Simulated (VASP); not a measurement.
Output of a VASP run:

OSZICAR:
```
       N       E                     dE             d eps       ncg     rms          rms(c)
DAV:   1     0.729912492189E+02    0.72991E+02   -0.68774E+03  3080   0.137E+03
DAV:   2    -0.174440354925E+02   -0.90435E+02   -0.87511E+02  3095   0.337E+02
DAV:   3    -0.248618252133E+02   -0.74178E+01   -0.71630E+01  5350   0.840E+01
DAV:   4    -0.251167700845E+02   -0.25494E+00   -0.25264E+00  3860   0.149E+01
DAV:   5    -0.251292786985E+02   -0.12509E-01   -0.12495E-01  4569   0.290E+00    0.116E+01
DAV:   6    -0.208690824114E+02    0.42602E+01   -0.14893E+01  4415   0.562E+01    0.309E+00
DAV:   7    -0.202725022820E+02    0.59658E+00   -0.17046E+00  3525   0.160E+01    0.193E+00
DAV:   8    -0.203978951204E+02   -0.12539E+00   -0.60217E-01  3756   0.669E+00    0.127E+00
DAV:   9    -0.204205954522E+02   -0.22700E-01   -0.45561E-02  3719   0.279E+00    0.724E-01
DAV:  10    -0.204349181601E+02   -0.14323E-01   -0.13524E-01  3160   0.445E+00    0.202E-01
DAV:  11    -0.204622952714E+02   -0.27377E-01   -0.27641E-02  3122   0.194E+00    0.739E-02
DAV:  12    -0.204625150330E+02   -0.21976E-03   -0.82310E-04  3975   0.365E-01    0.476E-02
DAV:  13    -0.204623424762E+02    0.17256E-03   -0.19445E-04  3267   0.200E-01    0.208E-02
DAV:  14    -0.204624997999E+02   -0.15732E-03   -0.22415E-04  3155   0.187E-01    0.462E-03
DAV:  15    -0.204625194289E+02   -0.19629E-04   -0.27139E-05  3538   0.691E-02    0.377E-03
DAV:  16    -0.204625211860E+02   -0.17571E-05   -0.26710E-06  3441   0.182E-02    0.252E-03
DAV:  17    -0.204625226836E+02   -0.14976E-05   -0.19436E-06  3487   0.164E-02    0.124E-03
DAV:  18    -0.204625226613E+02    0.22311E-07   -0.34450E-07  3277   0.789E-03
   1 F= -.20462523E+02 E0= -.20462854E+02  d E =0.995237E-03
```

### OUTCAR
```
------------------------ aborting loop because EDIFF is reached ----------------------------------------
  FORCE on cell =-STRESS in cart. coord.  units (eV):
  Direction    XX          YY          ZZ          XY          YZ          ZX
  --------------------------------------------------------------------------------------
  Total        0.3611219      0.3611219      0.4972127      0.0000000     -0.0000000      0.0000000
  in kB       18.0298039     18.0298039     24.8244365      0.0000000     -0.0000000      0.0000000
  external PRESSURE =      20.2946814 kB  Pullay stress =       0.0000000 kB
  volume of cell :       32.09
      direct lattice vectors                 reciprocal lattice vectors
     2.814796763  0.000000000  0.000000000     0.355265436  0.000000000  0.000000000
     0.000000000  2.814796763  0.000000000     0.000000000  0.355265436  0.000000000
     0.000000000  0.000000000  4.050226728     0.000000000  0.000000000  0.246899758
 POSITION                                       TOTAL-FORCE (eV/Angst)
 -----------------------------------------------------------------------------------
      0.00000      0.00000      0.20000        -0.000000     -0.000000     -1.327913
      1.40740      1.40740      2.02511         0.000000      0.000000      1.327913
 -----------------------------------------------------------------------------------
    total drift:                               -0.000000      0.000000     -0.000252
  FREE ENERGIE OF THE ION-ELECTRON SYSTEM (eV)
  ---------------------------------------------------
  free  energy   TOTEN  =       -20.4625226613 eV

  energy  without entropy=      -20.4635178980  energy(sigma->0) =      -20.46285441
```
(Selected blocks of OUTCAR.)

### POSCAR
```
TiAl
1
    2.8147967627     0.0000000000     0.0000000000
    0.0000000000     2.8147967627     0.0000000000
    0.0000000000     0.0000000000     4.0502267283
Ti Al
1 1
Direct
  0.0000000000   0.0000000000   0.0493799516
  0.5000000000   0.5000000000   0.5000000000
```

Reconstruct the remaining input files.

This is not unique; one that fits is the input of the run itself, r2SCAN meta-GGA, plane waves, VASP's PBE PAW potentials (set 64).

**INCAR**
```
SYSTEM = TiAl
PREC = Accurate
ENCUT = 480
EDIFF = 1E-7
NELM = 100
ALGO = Normal
LREAL = .FALSE.
LASPH = .TRUE.
ISMEAR = 1
SIGMA = 0.1
METAGGA = R2SCAN
LMIXTAU = .TRUE.
LMAXMIX = 4
LWAVE = .FALSE.
LCHARG = .FALSE.
ISIF = 2
```

KPOINTS:
```
Automatic
0
gamma
 12 12 8
```

POTCAR, in this order: Ti_sv Al (PBE.64 set). Program: vasp_std.

The compound is TiAl in the L1_0 structure. This cell was strained or had an atom moved on purpose. The electron count is odd and the run is not spin-polarised, which forces a metal.
